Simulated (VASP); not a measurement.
```
CELL_PARAMETERS angstrom
      4.50791     0.00000     0.00000
      0.00000     4.50791     0.00000
      0.00000     0.00000     4.50791
ATOMIC_POSITIONS crystal
  Fe 0.86421 0.63579 0.36421
  Fe 0.36421 0.86421 0.63579
  Fe 0.13579 0.13579 0.13579
  Fe 0.63579 0.36421 0.86421
  Ge 0.16094 0.33906 0.66094
  Ge 0.66094 0.16094 0.33906
  Ge 0.83906 0.83906 0.83906
  Ge 0.33906 0.66094 0.16094
```

The numbers are results of LDA (Ceperley-Alder, Perdew-Zunger), VASP's LDA PAW potentials (set 64) (plane waves; VASP 6.6.1), not measurements. Numerical set-up: 500 eV cut-off, 5×5×5 Γ-centred mesh, Gaussian smearing of 0.050 eV, potentials Fe Ge_d.

Problem. Predict the energy per atom (σ→0), pressure.

Solution. 
- energy per atom (σ→0): -7.477 eV/atom
- pressure: 5.01 GPa

Only differences to runs with the same potentials and settings are physical.

The compound is FeGe in the B20 structure. It was relaxed first under an external pressure of 5 GPa. The run is not spin-polarised, so no magnetic state was tried.
